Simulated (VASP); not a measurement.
These are PBE GGA, VASP's PBE PAW potentials (set 64) (plane waves; VASP) values and carry that method's errors.

VASP ran on this input.

### INCAR
```
# general
SYSTEM =Ni3Fe
PREC   =Accurate
ENCUT  =520
LREAL  =.FALSE.
LASPH  =.TRUE.

# electronic loop
EDIFF  =1E-7
NELM   =100
ALGO   =Normal
LMAXMIX=4

# smearing
ISMEAR =1
SIGMA  =0.1

# functional
GGA    =PE

# spin
ISPIN  =2
MAGMOM =2.9 3*0.6

# ions
ISIF   =2

# output
LWAVE  =.FALSE.
LCHARG =.FALSE.
LORBIT =10
```

### POSCAR
```
Ni3Fe
3.6133030
  0.9999999034   0.0000000000   0.0000000000
  0.0000000000   0.9999999034   0.0000000000
  0.0000000000   0.0000000000   0.9999999034
Fe Ni
1 3
Direct
  0.0000000000   0.0000000000   0.0000000000
  0.0000000000   0.5000000000   0.5000000000
  0.5000000000   0.0000000000   0.5000000000
  0.5000000000   0.5000000000   0.0000000000
```

File KPOINTS:
```
Automatic mesh
0
Gamma
9 9 9
0 0 0
```

POTCAR, in this order: Fe Ni (PBE.64 set). Program: vasp_std.

Output

OSZICAR:
```
       N       E                     dE             d eps       ncg     rms          rms(c)
DAV:   1     0.243229541976E+03    0.24323E+03   -0.17459E+04  3540   0.210E+03
DAV:   2    -0.143367311121E+02   -0.25757E+03   -0.24955E+03  3541   0.372E+02
DAV:   3    -0.288562122385E+02   -0.14519E+02   -0.13721E+02  3655   0.121E+02
DAV:   4    -0.290983630740E+02   -0.24215E+00   -0.24082E+00  3684   0.162E+01
DAV:   5    -0.291047079819E+02   -0.63449E-02   -0.63422E-02  5033   0.211E+00    0.198E+01
DAV:   6    -0.271052390103E+02    0.19995E+01   -0.47412E+01  3746   0.109E+02    0.270E+01
DAV:   7    -0.300205253284E+02   -0.29153E+01   -0.25415E+01  4312   0.133E+02    0.283E+01
DAV:   8    -0.246878981764E+02    0.53326E+01   -0.18494E+01  4312   0.577E+01    0.663E+00
DAV:   9    -0.249293260804E+02   -0.24143E+00   -0.94284E-01  3949   0.130E+01    0.373E+00
DAV:  10    -0.249082271766E+02    0.21099E-01   -0.19896E-01  4896   0.105E+01    0.164E+00
DAV:  11    -0.249039315864E+02    0.42956E-02   -0.60916E-02  5181   0.360E+00    0.139E+00
DAV:  12    -0.249064529390E+02   -0.25214E-02   -0.10195E-02  3970   0.250E+00    0.452E-01
DAV:  13    -0.249066625030E+02   -0.20956E-03   -0.36175E-03  5060   0.101E+00    0.876E-02
DAV:  14    -0.249067333379E+02   -0.70835E-04   -0.58447E-04  5115   0.364E-01    0.152E-01
DAV:  15    -0.249066860570E+02    0.47281E-04   -0.19591E-04  4252   0.374E-01    0.226E-02
DAV:  16    -0.249066892660E+02   -0.32090E-05   -0.18625E-05  4685   0.634E-02    0.316E-02
DAV:  17    -0.249066892612E+02    0.47471E-08   -0.38070E-06  4087   0.513E-02    0.954E-03
DAV:  18    -0.249066887956E+02    0.46563E-06   -0.19313E-06  4410   0.234E-02    0.177E-03
DAV:  19    -0.249066887714E+02    0.24236E-07   -0.25074E-07  2431   0.528E-03
   1 F= -.24906689E+02 E0= -.24906596E+02  d E =-.277335E-03  mag=     4.9548
```

File OUTCAR:
```
------------------------ aborting loop because EDIFF is reached ----------------------------------------
  FORCE on cell =-STRESS in cart. coord.  units (eV):
  Direction    XX          YY          ZZ          XY          YZ          ZX
  --------------------------------------------------------------------------------------
  Total       -2.8133572     -2.8133572     -2.8133572     -0.0000000     -0.0000000      0.0000000
  in kB      -95.5481844    -95.5481844    -95.5481844     -0.0000000     -0.0000000      0.0000000
  external PRESSURE =     -95.5481844 kB  Pullay stress =       0.0000000 kB
  volume of cell :       47.18
      direct lattice vectors                 reciprocal lattice vectors
     3.613302651  0.000000000  0.000000000     0.276755118  0.000000000  0.000000000
     0.000000000  3.613302651  0.000000000     0.000000000  0.276755118  0.000000000
     0.000000000  0.000000000  3.613302651     0.000000000  0.000000000  0.276755118
 POSITION                                       TOTAL-FORCE (eV/Angst)
 -----------------------------------------------------------------------------------
      0.00000      0.00000      0.00000         0.000000      0.000000      0.000000
      0.00000      1.80665      1.80665         0.000000      0.000000      0.000000
      1.80665      0.00000      1.80665         0.000000      0.000000      0.000000
      1.80665      1.80665      0.00000         0.000000      0.000000      0.000000
 -----------------------------------------------------------------------------------
    total drift:                                0.000000      0.000000      0.000000
  FREE ENERGIE OF THE ION-ELECTRON SYSTEM (eV)
  ---------------------------------------------------
  free  energy   TOTEN  =       -24.9066887714 eV

  energy  without entropy=      -24.9064114362  energy(sigma->0) =      -24.90659633

 total charge

# of ion       s       p       d       tot
------------------------------------------
    1        0.453   0.457   6.069   6.979
    2        0.481   0.460   8.299   9.240
    3        0.481   0.460   8.299   9.240
    4        0.481   0.460   8.299   9.240
--------------------------------------------------
tot          1.896   1.837  30.967  34.700

 magnetization (x)

# of ion       s       p       d       tot
------------------------------------------
    1        0.014  -0.001   2.972   2.985
    2       -0.014  -0.043   0.733   0.675
    3       -0.014  -0.043   0.733   0.675
    4       -0.014  -0.043   0.733   0.675
--------------------------------------------------
tot         -0.029  -0.129   5.170   5.012
```
(Selected blocks of OUTCAR.)

The compound is Ni3Fe in the L1_2 structure. This cell is one point of a volume scan, at 1.06 of the reference volume.
